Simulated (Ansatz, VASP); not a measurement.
## One calculation of Ga4TeAs, two programs

File INCAR:

```
SYSTEM = Ga4TeAs
ALGO = Fast
EDIFF = 1E-6
ENCUT = 520
GGA = PE
ISIF = 2
ISMEAR = 0
LASPH = .TRUE.
LCHARG = .FALSE.
LREAL = .FALSE.
LWAVE = .FALSE.
NBANDS = 40
NELM = 100
PREC = Accurate
SIGMA = 0.1
```

Contents of KPOINTS:

```
k-points
0
G
  4 4 4
  0 0 0
```

File POSCAR:

```
Ga4TeAs
1.0
    0.0000000000      3.9362329900      3.9362329900
    3.9362329900      0.0000000000      3.9362329900
    3.9362329900      3.9362329900      0.0000000000
Ga Te As
4 1 1
Direct
    0.8776099700      0.3741300100      0.3741300100
    0.3741300100      0.3741300100      0.3741300100
    0.3741300100      0.8776099700      0.3741300100
    0.3741300100      0.3741300100      0.8776099700
    0.0000000000      0.0000000000      0.0000000000
    0.7500000000      0.7500000000      0.7500000000
```

Input for Ansatz:

```yaml
crystal:
  lattice:
    - [0.0, 3.93623299, 3.93623299]
    - [3.93623299, 0.0, 3.93623299]
    - [3.93623299, 3.93623299, 0.0]
  atoms:
    - { symbol: Ga, position: [0.87760997, 0.37413001, 0.37413001] }
    - { symbol: Ga, position: [0.37413001, 0.37413001, 0.37413001] }
    - { symbol: Ga, position: [0.37413001, 0.87760997, 0.37413001] }
    - { symbol: Ga, position: [0.37413001, 0.37413001, 0.87760997] }
    - { symbol: Te, position: [0.0, 0.0, 0.0] }
    - { symbol: As, position: [0.75, 0.75, 0.75] }
basis:
  ecutwfc: 420
kpoints:
  mp_grid: { grid: [4, 4, 4] }
hamiltonian:
  xc: pbe
scf:
  occupations: { method: gaussian, width: 0.1 }
  lower_state_search: "off"
output:
  forces: true
  stress: true
  eigenvalues: true
```

Change from the starting cell: species swapped into the YbCdCu4 type (F-43m, No. 216).

Alike in both runs: task single point; functional PBE; k mesh 4 × 4 × 4; occupations gaussian, width 0.1 eV; no spin polarisation.

|  | VASP | Ansatz |
| --- | --- | --- |
| version | VASP 6.6.1 | Ansatz 0.2.0 |
| potentials or method | VASP PAW PBE potentials, release 64 (Ga_d, Te, As) | scalar-relativistic, plane waves, PAW |
| plane-wave cutoff (eV) | 520 | 420 |
| valence electrons in the cell | 63 | 83 |

|  | VASP | Ansatz | Ansatz less VASP |
| --- | --- | --- | --- |
| gap on the k mesh at the Fermi level (eV) | none | none | - |
| pressure (GPa) | 3.8 | 3.7 | -0.11 |
| rms of the force components (eV/Å) | 0.113 | 0.113 | -0.0007 |

Atom by atom the forces differ by 0.001 eV/Å (rms over components). A gap of «none» marks a metal or a gap that the smearing closes. The functional is the same, so the differences come from potentials, cutoffs and numerics. The two sets of potentials don't hold the same shells in valence.

The runs have no spin-orbit coupling, so splittings on Te are missing.
